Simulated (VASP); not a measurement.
A VASP calculation is set up with these files.

**POSCAR**
```
In
1.0
 -1.6288253859   1.6288253859   2.5194290330
  1.6288253859  -1.6288253859   2.5194290330
  1.6288253859   1.6288253859  -2.5194290330
In
1
Direct
  0.0000000000   0.0000000000   0.0000000000
```

**INCAR**
```
SYSTEM = In
PREC = Accurate
ENCUT = 520
EDIFF = 1E-7
NELM = 100
ALGO = Normal
LREAL = .FALSE.
LASPH = .TRUE.
ISMEAR = -5
GGA = MK
PARAM1 = 0.1234568
PARAM2 = 0.7114
ZAB_VDW = -1.8867
LUSE_VDW = .TRUE.
AGGAC = 0.0
LMAXMIX = 4
LWAVE = .FALSE.
LCHARG = .TRUE.
LORBIT = 11
NEDOS = 601
ISIF = 2
```

KPOINTS:
```
Automatic mesh
0
Gamma
18 18 18
0 0 0
```

POTCAR, in this order: In_d (PBE.64 set). Program: vasp_std.

Write an equivalent input for Quantum ESPRESSO's pw.x.

One equivalent input (not run):
```
&CONTROL
  calculation = 'scf'
  pseudo_dir = './pseudo'
  outdir = './out'
  tprnfor = .true.
  tstress = .true.
/
&SYSTEM
  ibrav = 0
  nat = 1
  ntyp = 1
  ecutwfc = 70
  occupations = 'tetrahedra'
  input_dft = 'vdw-df2-b86r'
/
&ELECTRONS
  conv_thr = 7.3e-09
  electron_maxstep = 100
/
ATOMIC_SPECIES
  In 114.818 In.upf
CELL_PARAMETERS angstrom
    -1.6288254    1.6288254    2.5194290
     1.6288254   -1.6288254    2.5194290
     1.6288254    1.6288254   -2.5194290
ATOMIC_POSITIONS crystal
  In   0.0000000  0.0000000  0.0000000
K_POINTS automatic
  18 18 18 0 0 0
```
What does not carry over: the potentials are each code's own (VASP's PAW set, PseudoDojo norm-conserving files in pw.x), so ENCUT and ecutwfc are chosen apart and not converted; conv_thr bounds pw.x's estimated SCF error, while EDIFF bounds the energy change between steps.

The compound is In in the bct structure. It was relaxed first.
